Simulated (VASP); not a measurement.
```
CELL_PARAMETERS angstrom
      1.64322    -2.84614     0.00000
      1.64322     2.84614     0.00000
      0.00000     0.00000    12.85597
ATOMIC_POSITIONS crystal
  Mo 0.33333 0.66667 0.25000
  Mo 0.66667 0.33333 0.75000
  S  0.33333 0.66667 0.87314
  S  0.66667 0.33333 0.37314
  S  0.66667 0.33333 0.12686
  S  0.33333 0.66667 0.62686
```

Calculation: vdW-DF2, VASP's PBE PAW potentials (set 64) (plane waves; VASP 6.6.1). Numerical set-up: 520 eV cut-off, 9×9×2 Γ-centred mesh, tetrahedra with Blöchl corrections, potentials Mo_sv S.

The cores are frozen, which limits the accuracy of field gradients.

### Question
Give the principal components of the electric field gradient (V/Å²) and the asymmetry η at each nucleus.

### Answer

```csv
atom,Vxx,Vyy,Vzz,η
Mo1,39.9,39.9,-79.9,0.00
Mo2,39.9,39.9,-79.9,0.00
S3,24.3,24.3,-48.5,0.00
S4,24.3,24.3,-48.5,0.00
S5,24.3,24.3,-48.5,0.00
S6,24.3,24.3,-48.5,0.00
```

The compound is MoS2 in the 2H layered structure. It was relaxed first, which changed the volume by +13 %.
